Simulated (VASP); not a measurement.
The system is Sc3Te.

```
Sc Te
1.0
     0.00000    3.56950    3.56950
     3.56950    0.00000    3.56950
     3.56950    3.56950    0.00000
Sc Te
3 1
Direct
  0.25000 0.25000 0.25000
  0.75000 0.75000 0.75000
  0.50000 0.50000 0.50000
  0.00000 0.00000 0.00000
```

The cell was built by a generator and needn't be a form met in nature.

| Item | Value |
| --- | --- |
| Program | VASP 6.6.1 |
| Task | relaxation of cell and atoms |
| Functional | PBE |
| Dispersion | D4 |
| Potentials or basis | VASP PAW PBE potentials, release 64 (Sc_sv, Te) |
| Cutoff | 600 eV |
| k mesh | 5 × 5 × 5 |
| Occupations | fermi-dirac, width 0.05 eV |
| Spin | no spin polarisation |

At the start: pressure -2.5 GPa; volume 22.74 Å³/atom.

Question: How do energy, volume and symmetry change on relaxing?

Answer: Over 3 steps the energy falls by 8.2 meV/atom and the volume is 21.75 Å³/atom (-4.4 %); space group Fm-3m (No. 225, to 0.05 Å).

The path:
```csv
step,energy change (eV),largest force (eV/Å),pressure (GPa),volume (Å³)
1,0.0000,0.0000,-2.53,90.96
2,-0.0316,0.0000,0.53,86.31
3,-0.0328,0.0000,0.01,87.00
```

Final structure:
```
Sc Te
1.0
     0.00000    3.51697    3.51697
     3.51697    0.00000    3.51697
     3.51697    3.51697    0.00000
Sc Te
3 1
Direct
  0.25000 0.25000 0.25000
  0.75000 0.75000 0.75000
  0.50000 0.50000 0.50000
  0.00000 0.00000 0.00000
```

Caveat: pairwise dispersion overbinds metals, which lowers pressure and volume.
